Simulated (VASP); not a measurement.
This VASP 6.6.1 run on NaPr3 needs a look.

The input INCAR:

```
SYSTEM = NaPr3
PREC = Accurate
ENCUT = 520
ISMEAR = 1
SIGMA = 0.2
LREAL = .FALSE.
LASPH = .TRUE.
NELM = 82
ALGO = Normal
ISIF = 2
LWAVE = .FALSE.
LCHARG = .FALSE.
ISPIN = 2
MAGMOM = 2 2 2 0
LORBIT = 11
NUPDOWN = 0
LMAXMIX = 6
GGA = CA
LOPTICS = .TRUE.
NBANDS = 47
NEDOS = 1000
CSHIFT = 0.05
EDIF = 1E-7
```

Contents of NaPr3.cif:

```cif
data_NaPr3
_cell_length_a 5.20563500
_cell_length_b 5.20563500
_cell_length_c 5.20563500
_cell_angle_alpha 90.00000000
_cell_angle_beta 90.00000000
_cell_angle_gamma 90.00000000
_space_group_name_H-M_alt 'Pm-3m'
_space_group_name_Hall '-P 4 2 3'
_space_group_IT_number 221
loop_
_space_group_symop_operation_xyz
'x,y,z'
'-x,-y,-z'
'-y,x,z'
'y,-x,-z'
'-x,-y,z'
'x,y,-z'
'y,-x,z'
'-y,x,-z'
'x,-y,-z'
'-x,y,z'
'-y,-x,-z'
'y,x,z'
'-x,y,-z'
'x,-y,z'
'y,x,-z'
'-y,-x,z'
'z,x,y'
'-z,-x,-y'
'z,-y,x'
'-z,y,-x'
'z,-x,-y'
'-z,x,y'
'z,y,-x'
'-z,-y,x'
'-z,x,-y'
'z,-x,y'
'-z,-y,-x'
'z,y,x'
'-z,-x,y'
'z,x,-y'
'-z,y,x'
'z,-y,-x'
'y,z,x'
'-y,-z,-x'
'x,z,-y'
'-x,-z,y'
'-y,z,-x'
'y,-z,x'
'-x,z,y'
'x,-z,-y'
'-y,-z,x'
'y,z,-x'
'-x,-z,-y'
'x,z,y'
'y,-z,-x'
'-y,z,x'
'x,-z,y'
'-x,z,-y'
loop_
_atom_site_label
_atom_site_type_symbol
_atom_site_symmetry_multiplicity
_atom_site_Wyckoff_symbol
_atom_site_fract_x
_atom_site_fract_y
_atom_site_fract_z
_atom_site_occupancy
Pr1 Pr 3 c 0.5000000000 0.5000000000 0.0000000000 1
Na1 Na 1 a 0.0000000000 0.0000000000 0.0000000000 1
```

KPOINTS

```
regular mesh
0
G
  5 5 5
  0 0 0
```

POSCAR

```
Pr Na
 1.0000000000000000
     5.2056350000000000    0.0000000000000000    0.0000000000000000
     0.0000000000000000    5.2056350000000000    0.0000000000000000
     0.0000000000000000    0.0000000000000000    5.2056350000000000
 Pr  Na 
   3   1
Cartesian
  2.6028175000000000  2.6028175000000000  0.0000000000000000
  0.0000000000000000  2.6028175000000000  2.6028175000000000
  2.6028175000000000  0.0000000000000000  2.6028175000000000
  0.0000000000000000  0.0000000000000000  0.0000000000000000
```

Potentials or basis: VASP PAW PBE potentials, release 64 (Pr, Na_pv).

The run is started by

```console
$ ase convert -i cif -o vasp NaPr3.cif POSCAR
$ cat potpaw_PBE.64/Pr/POTCAR potpaw_PBE.64/Na_pv/POTCAR > POTCAR
$ mpirun -np 1 vasp_std > vasp.out
```

OUTCAR:

```text
SYSTEM = NaPr3
   PREC = Accurate
   ENCUT = 520
   ISMEAR = 1
   LREAL = .FALSE.
   LASPH = .TRUE.
   NELM = 82
   ISIF = 2
   ISPIN = 2
   LORBIT = 11
   NUPDOWN = 0
   GGA = CA

 ion  position               nearest neighbor table
   1  0.500  0.500  0.000-
[... 467 lines left out ...]
     1.88539    14.34225    14.34225    14.34225     0.00000     0.00000    -0.00000
     2.35674    11.96478    11.96478    11.96478    -0.00000     0.00000     0.00000
[... 92 lines left out ...]
    46.19212     0.00002     0.00002     0.00002    -0.00000    -0.00000     0.00000
    46.66347     0.00002     0.00002     0.00002    -0.00000    -0.00000     0.00000

  frequency dependent      REAL DIELECTRIC FUNCTION (independent particle, no local field effects) current-current
     E(ev)        X           Y           Z          XY          YZ          ZX
  --------------------------------------------------------------------------------------------------------------
     0.00000   -39.88032   -39.88032   -39.88032     0.00000     0.00000    -0.00000
     0.47135     0.78978     0.78978     0.78978    -0.00000    -0.00000     0.00000
     0.94270   -25.97313   -25.97313   -25.97313    -0.00000    -0.00000    -0.00000
     1.41404   -15.19909   -15.19909   -15.19909     0.00000    -0.00000    -0.00000
     1.88539   -11.56392   -11.56392   -11.56392    -0.00000    -0.00000     0.00000
     2.35674    -7.94760    -7.94760    -7.94760    -0.00000    -0.00000    -0.00000
[... 92 lines left out ...]
    46.19212     0.92723     0.92723     0.92723    -0.00000    -0.00000     0.00000
    46.66347     0.92885     0.92885     0.92885    -0.00000    -0.00000     0.00000

 total charge

# of ion       s       p       d       f       tot
--------------------------------------------------
    1        1.982   5.222   0.582   2.103   9.888
    2        1.982   5.222   0.582   2.103   9.888
    3        1.982   5.222   0.582   2.103   9.888
    4        0.131   5.983   0.000   0.000   6.114
--------------------------------------------------
tot          6.076  21.650   1.746   6.308  35.779

 magnetization (x)

# of ion       s       p       d       f       tot
--------------------------------------------------
    1        0.000   0.000   0.001  -0.005  -0.003
    2        0.000   0.000   0.001  -0.005  -0.003
    3        0.000   0.000   0.001  -0.005  -0.003
    4        0.000   0.000   0.000   0.000   0.000
--------------------------------------------------
tot          0.000   0.001   0.004  -0.014  -0.009
```

On the terminal:

```text
POSCAR found type information on POSCAR PrNa
 POSCAR found :  2 types and       4 ions
 scaLAPACK will be used
[... 19 lines left out ...]
 direction            1
 direction            2
 direction            3
```

Q: Diagnose the run.

A: The calculation finished and met its thresholds. The input holds a flaw that was put in on purpose: misspelt tag (EDIFF = left out; EDIF = 1e-07). The program doesn't stop on it, so the numbers can't be trusted though the run ends normally.
